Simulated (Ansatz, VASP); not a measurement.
# Si in two plane-wave programs, part 2 of 2

Wanted: the spread between two codes on one cell, functional and k mesh. The cell is taken from a series of runs on this material, whose earlier steps may have relaxed, scaled, displaced or heated it; both programs get it as it stands.

VASP 6.6.1 and Ansatz 0.2.0.

So far: The starting structure; Ansatz: relaxation of cell and atoms, r2SCAN, pair 1; VASP: relaxation of cell and atoms, r2SCAN, pair 1; Side by side.

### Step 5. VASP: relaxation of cell and atoms, r2SCAN, pair 2

Level of this step: r2SCAN; plane waves and PAW (Si) (VASP).

The relaxed volume is the usual yardstick between codes: in a stiff, nearly cubic crystal its relative difference is about their pressure difference at one cell divided by the bulk modulus. This pair takes another cell of the material, with 4 atoms against 2 for the pair before.

File INCAR:

```
SYSTEM = Si
PREC = Accurate
ENCUT = 550
EDIFF = 1E-07
NELM = 120
ISMEAR = -1
SIGMA = 0.02
LREAL = .FALSE.
ALGO = Normal
METAGGA = R2SCAN
LASPH = .TRUE.
NBANDS = 14
LORBIT = 11
LWAVE = .FALSE.
LCHARG = .FALSE.
ISIF = 3
IBRION = 2
NSW = 80
EDIFFG = -0.005
GGA_COMPAT = .FALSE.
NELMIN = 4
EFERMI = MIDGAP
LMIXTAU = .TRUE.
KPAR = 2
```

File POSCAR:

```
Si
1.0
    3.8400000000      0.0000000000      0.0000000000
   -1.9200000000      3.3255375500      0.0000000000
    0.0000000000      0.0000000000      6.2800000000
Si
4
Direct
    0.3333333300      0.6666666700      0.5625000000
    0.3333333300      0.6666666700      0.9375000000
    0.6666666700      0.3333333300      0.0625000000
    0.6666666700      0.3333333300      0.4375000000
```

File KPOINTS:

```
Automatic mesh
0
Gamma
9 9 5
0 0 0
```

The projector-augmented-wave data sets are Si (PBE family, release 64).

On the command line:

```console
$ mpirun -np 2 vasp_std
```

Numbers of over 12 decimals in the logs are rounded to 6 here.

Output:

```text
[banner, memory and clock lines left out]
running    2 mpi-ranks, on    1 nodes
[...]
[... a notice as in an earlier step ...]

 LDA part: xc-table for (None), standard interpolation
 POSCAR, INCAR and KPOINTS ok, starting setup
[...]
entering main loop
       N       E                     dE             d eps       ncg     rms          rms(c)
DAV:   1     0.159348029849E+02    0.15935E+02   -0.65770E+03  1008   0.102E+03
DAV:   2    -0.352609409049E+02   -0.51196E+02   -0.46881E+02  1390   0.138E+02
DAV:   3    -0.373575252010E+02   -0.20966E+01   -0.20727E+01  1304   0.262E+01
DAV:   4    -0.373833265704E+02   -0.25801E-01   -0.25790E-01  1244   0.380E+00
[...]
DAV:  18    -0.350418813397E+02   -0.64104E-04   -0.29234E-05  1056   0.515E-02    0.701E-03
DAV:  19    -0.350418853186E+02   -0.39790E-05   -0.26132E-06  1224   0.155E-02    0.495E-03
DAV:  20    -0.350418853315E+02   -0.12933E-07   -0.15019E-07   924   0.264E-03
   1 F= -.35041885E+02 E0= -.35041885E+02  d E =-.350419E+02
[... from here on, the cycles between the ionic steps are left out ...]
   2 F= -.35044363E+02 E0= -.35044363E+02  d E =-.247763E-02
   3 F= -.35045767E+02 E0= -.35045767E+02  d E =-.388148E-02
   4 F= -.35046597E+02 E0= -.35046597E+02  d E =-.829935E-03
   5 F= -.35046611E+02 E0= -.35046611E+02  d E =-.844523E-03
   6 F= -.35046618E+02 E0= -.35046618E+02  d E =-.670113E-05
   7 F= -.35046622E+02 E0= -.35046622E+02  d E =-.105029E-04
[...]
reached required accuracy - stopping structural energy minimisation
```

OUTCAR, selected parts (step 5):

```text
  Total        0.0028063      0.0028063      0.0027914      0.0000000     -0.0000000      0.0000000
  in kB        0.0558824      0.0558824      0.0555852      0.0000000     -0.0000000      0.0000000
  external PRESSURE =       0.0557833 kB  Pullay stress =       0.0000000 kB

 POSITION                                       TOTAL-FORCE (eV/Angst)
 -----------------------------------------------------------------------------------
     -0.00000      2.21079      3.56761        -0.000000     -0.000000      0.000420
     -0.00000      2.21079      5.93659         0.000000      0.000000     -0.000420
      1.91460      1.10539      0.39954        -0.000000     -0.000000      0.000420
      1.91460      1.10539      2.76852         0.000000     -0.000000     -0.000420
 -----------------------------------------------------------------------------------
    total drift:                               -0.000001      0.000001     -0.000000

  FREE ENERGIE OF THE ION-ELECTRON SYSTEM (eV)
  ---------------------------------------------------
  free  energy   TOTEN  =       -35.0466218412 eV

  energy  without entropy=      -35.0466218403  energy(sigma->0) =      -35.04662184

[... 1 part as in an earlier step ...]

[... 3 further parts left out ...]
[key lines of the parts left out:]
E-fermi :   6.2788
```

The run keeps the 24 symmetry operations of its start, so it cannot find a distortion of lower symmetry.

### Step 6. Ansatz: relaxation of cell and atoms, r2SCAN, pair 2

The same cell, functional, mesh and smearing now go to Ansatz.

The cell is taken from a series of runs on this material, whose earlier steps may have relaxed, scaled, displaced or heated it; both programs get it as it stands.

File input.yaml:

```yaml
crystal:
  lattice:
    - [3.84, 0.0, 0.0]
    - [-1.92, 3.32553755, 0.0]
    - [0.0, 0.0, 6.28]
  atoms:
    - { symbol: Si, position: [0.33333333, 0.66666667, 0.5625] }
    - { symbol: Si, position: [0.33333333, 0.66666667, 0.9375] }
    - { symbol: Si, position: [0.66666667, 0.33333333, 0.0625] }
    - { symbol: Si, position: [0.66666667, 0.33333333, 0.4375] }
kpoints:
  mp_grid: { grid: [9, 9, 5] }
scf:
  occupations: { method: fermi_dirac, width: 0.02 }
hamiltonian:
  xc: r2scan
  pseudopotentials: { kind: paw, azcp: { folder: soft_1 } }
basis:
  ecutwfc: 600
output:
  forces: true
  stress: true
  write_density: true
  write_potential: true
  elf: true
  volumetric_format: npy
relax:
  f_tol: 0.005
  max_steps: 70
  cell: { stress_tol: 0.02, p_target: 0 }
```

On the command line:

```console
$ ansatz run input.yaml --threads 4 --pin off --max-ram 10240MiB --backend cpu --events-out ev --progress --plain --runs-dir out
```

Output:

```text
[...]
Crystal: 4 atoms, lattice volume = 80.196 Å³
Basis set: ecut = 600 eV, 2707 PW (Γ), exchange–correlation on 128×128×216 points (64 copies of the dense FFT grid, shifted against one another)
Bands: 12, of which v1, the nominal top of the filled ones, is band 8 counted from 1 (7 counted from 0)
Symmetry: 24 space group operations
[...]
k-points: 36 of 405
[...]
cell:  # Å, volume = 80.6444 Å³
    - [3.832053, 0, -5.468709934164288e-19]
    - [-1.916026, 3.318655, 2.734354967082144e-19]
    - [-8.943619372213551e-19, 0.0, 6.341331]
  atoms:
    - { symbol: Si, position: [0.333333, 0.666667, 0.563067] }
    - { symbol: Si, position: [0.333333, 0.666667, 0.936933] }
    - { symbol: Si, position: [0.666667, 0.333333, 0.063067] }
    - { symbol: Si, position: [0.666667, 0.333333, 0.436933] }
[key lines of the parts left out:]
SCF converged after 4 iterations
Free energy (F): -2556.214571 eV
Fermi energy:    6.655758 eV
P = ⅓ Tr σ = 0.0001 GPa (0.001 kbar)
```

### Step 7. Differences

The two programs side by side:

```
                                         quantity  Ansatz   VASP  difference
                                      volume (Å³)   80.64  80.46     +0.23 %
edge a after relaxation, in the typed setting (Å)   3.832  3.829     +0.08 %
edge c after relaxation, in the typed setting (Å)   6.341  6.336     +0.08 %
```

### Step 8. VASP: relaxation of cell and atoms, r2SCAN, pair 3

The relaxed volume is the usual yardstick between codes: in a stiff, nearly cubic crystal its relative difference is about their pressure difference at one cell divided by the bulk modulus. This pair takes another cell of the material, with 8 atoms against 4 for the pair before.

Edit INCAR of step 5 so:

```diff
@@ -11,3 +11,3 @@
 LASPH = .TRUE.
-NBANDS = 14
+NBANDS = 24
 LORBIT = 11
```

File POSCAR:

```
Si
1.0
    3.8400000000      0.0000000000      0.0000000000
   -1.9200000000      3.3255375500      0.0000000000
    0.0000000000      0.0000000000     12.5600000000
Si
8
Direct
    0.6666666700      0.3333333300      0.6562500000
    0.6666666700      0.3333333300      0.8437500000
    0.0000000000      0.0000000000      0.9062500000
    0.0000000000      0.0000000000      0.0937500000
    0.3333333300      0.6666666700      0.1562500000
    0.3333333300      0.6666666700      0.3437500000
    0.0000000000      0.0000000000      0.4062500000
    0.0000000000      0.0000000000      0.5937500000
```

File KPOINTS:

```
Automatic mesh
0
Gamma
9 9 3
0 0 0
```

On the command line:

```console
$ mpirun -np 2 vasp_std
```

Output:

```text
[banner, memory and clock lines left out]
running    2 mpi-ranks, on    1 nodes
[...]
[... a notice as in an earlier step ...]

 LDA part: xc-table for (None), standard interpolation
 POSCAR, INCAR and KPOINTS ok, starting setup
[...]
entering main loop
       N       E                     dE             d eps       ncg     rms          rms(c)
DAV:   1     0.395471677237E+02    0.39547E+02   -0.12821E+04  1152   0.118E+03
DAV:   2    -0.697338460261E+02   -0.10928E+03   -0.10172E+03  1536   0.159E+02
DAV:   3    -0.747517526003E+02   -0.50179E+01   -0.49478E+01  1544   0.322E+01
DAV:   4    -0.748301031431E+02   -0.78351E-01   -0.78264E-01  1424   0.511E+00
[...]
DAV:  22    -0.701586256062E+02   -0.49251E-06   -0.52928E-07  1368   0.782E-03    0.657E-04
DAV:  23    -0.701586254129E+02    0.19331E-06   -0.16170E-07   920   0.456E-03    0.396E-04
DAV:  24    -0.701586254807E+02   -0.67802E-07   -0.19164E-07   888   0.481E-03
   1 F= -.70158625E+02 E0= -.70158625E+02  d E =-.701586E+02
[... from here on, the cycles between the ionic steps are left out ...]
   2 F= -.70161710E+02 E0= -.70161710E+02  d E =-.308420E-02
   3 F= -.70162061E+02 E0= -.70162061E+02  d E =-.343524E-02
   4 F= -.70162627E+02 E0= -.70162627E+02  d E =-.566771E-03
   5 F= -.70162650E+02 E0= -.70162650E+02  d E =-.589153E-03
   6 F= -.70162659E+02 E0= -.70162659E+02  d E =-.880379E-05
 trial-energy change:   -0.000009  1 .order   -0.000008   -0.000023    0.000007
 step:   0.7261(harm=  0.6935)  dis= 0.00008  next Energy=   -70.162659 (dE=-0.958E-05)
 reached required accuracy - stopping structural energy minimisation
```

OUTCAR, selected parts (step 8):

```text
  Total        0.0200155      0.0200155      0.0113415      0.0000000      0.0000000      0.0000000
  in kB        0.1994214      0.1994214      0.1129992      0.0000000      0.0000000      0.0000000
  external PRESSURE =       0.1706140 kB  Pullay stress =       0.0000000 kB

 POSITION                                       TOTAL-FORCE (eV/Angst)
 -----------------------------------------------------------------------------------
      1.91857      1.10769      8.27191        -0.000000     -0.000000      0.003735
      1.91857      1.10769     10.64507         0.000000     -0.000000     -0.003735
     -0.00000     -0.00000     11.43579         0.000000     -0.000000      0.001056
      1.91857      3.32306      1.17553         0.000000      0.000000     -0.001056
     -0.00000      2.21537      1.96625        -0.000000     -0.000000      0.003735
     -0.00000      2.21537      4.33941         0.000000      0.000000     -0.003735
     -0.00000     -0.00000      5.13013         0.000000     -0.000000      0.001056
     -0.00000     -0.00000      7.48119         0.000000      0.000000     -0.001056
 -----------------------------------------------------------------------------------
    total drift:                               -0.000000     -0.000000      0.000000

  FREE ENERGIE OF THE ION-ELECTRON SYSTEM (eV)
  ---------------------------------------------------
  free  energy   TOTEN  =       -70.1626586732 eV

  energy  without entropy=      -70.1626586731  energy(sigma->0) =      -70.16265867

[... 1 part as in an earlier step ...]

[... 3 further parts left out ...]
[key lines of the parts left out:]
E-fermi :   6.1915
```

### Step 9. Ansatz: relaxation of cell and atoms, r2SCAN, pair 3

The same cell, functional, mesh and smearing now go to Ansatz.

The cell is taken from a series of runs on this material, whose earlier steps may have relaxed, scaled, displaced or heated it; both programs get it as it stands.

input.yaml, the sections that differ from step 6:

```yaml
crystal:
  lattice:
    - [3.84, 0.0, 0.0]
    - [-1.92, 3.32553755, 0.0]
    - [0.0, 0.0, 12.56]
  atoms:
    - { symbol: Si, position: [0.66666667, 0.33333333, 0.65625] }
    - { symbol: Si, position: [0.66666667, 0.33333333, 0.84375] }
    - { symbol: Si, position: [0.0, 0.0, 0.90625] }
    - { symbol: Si, position: [0.0, 0.0, 0.09375] }
    - { symbol: Si, position: [0.33333333, 0.66666667, 0.15625] }
    - { symbol: Si, position: [0.33333333, 0.66666667, 0.34375] }
    - { symbol: Si, position: [0.0, 0.0, 0.40625] }
    - { symbol: Si, position: [0.0, 0.0, 0.59375] }
kpoints:
  mp_grid: { grid: [9, 9, 3] }
output:
  forces: true
  stress: true
# scf, hamiltonian, basis, relax: as in step 6
```

On the command line:

```console
$ ansatz run input.yaml --threads 4 --pin off --max-ram 10240MiB --backend cpu --events-out ev --progress --plain --runs-dir out
```

Output:

```text
[...]
Crystal: 8 atoms, lattice volume = 160.392 Å³
Basis set: ecut = 600 eV, 5409 PW (Γ), exchange–correlation on 128×128×432 points (64 copies of the dense FFT grid, shifted against one another)
Bands: 24, of which v1, the nominal top of the filled ones, is band 16 counted from 1 (15 counted from 0)
Symmetry: 24 space group operations
[...]
k-points: 24 of 243
[...]
- [-1.1565568676939294e-18, 0, 12.621796]
  atoms:
    - { symbol: Si, position: [0.666667, 0.333333, 0.655925] }
    - { symbol: Si, position: [0.666667, 0.333333, 0.844075] }
    - { symbol: Si, position: [0, 0, 0.906794] }
    - { symbol: Si, position: [0, 0, 0.093206] }
    - { symbol: Si, position: [0.333333, 0.666667, 0.155925] }
    - { symbol: Si, position: [0.333333, 0.666667, 0.344075] }
    - { symbol: Si, position: [0, 0, 0.406794] }
    - { symbol: Si, position: [0, 0, 0.593206] }
[key lines of the parts left out:]
SCF converged after 5 iterations
Free energy (F): -5112.498287 eV
Fermi energy:    6.567876 eV
P = ⅓ Tr σ = 0.0006 GPa (0.006 kbar)
```

### Step 10. Side by side

Both answers:

```
                                         quantity  Ansatz    VASP  difference
                                      volume (Å³)  161.20  160.81     +0.24 %
edge a after relaxation, in the typed setting (Å)   3.840   3.837     +0.08 %
edge c after relaxation, in the typed setting (Å)  12.622  12.611     +0.08 %
```

### Step 11. Summary of results

```
difference in volume (relaxation of cell and atoms, r2SCAN, pair 1) : 0.22 %
difference in volume (relaxation of cell and atoms, r2SCAN, pair 2) : 0.23 %
difference in volume (relaxation of cell and atoms, r2SCAN, pair 3) : 0.24 %
```

What this shows: The difference in volume is 0.24 % (relaxation of cell and atoms, r2SCAN, pair 3), within the 1.2 % picked in this series as the mark of a large difference, as far as the stopping tolerances let one tell. Such differences can come from data sets, numerical settings and the points named under the comparisons, not from the functional's error against experiment.

[Lines on the potential files, build, host, timing and source positions are cut from VASP's logs without a mark.]

[Logs are printed without paths, hosts, clocks, repeated set-up lines and the standing remarks that a program may print on its own settings, such as how far it seeks lower states.]

[Hosts, paths, dates, database ids (printed as entryN), source tags and the programs' standing remarks are cut or masked in the printed files.]
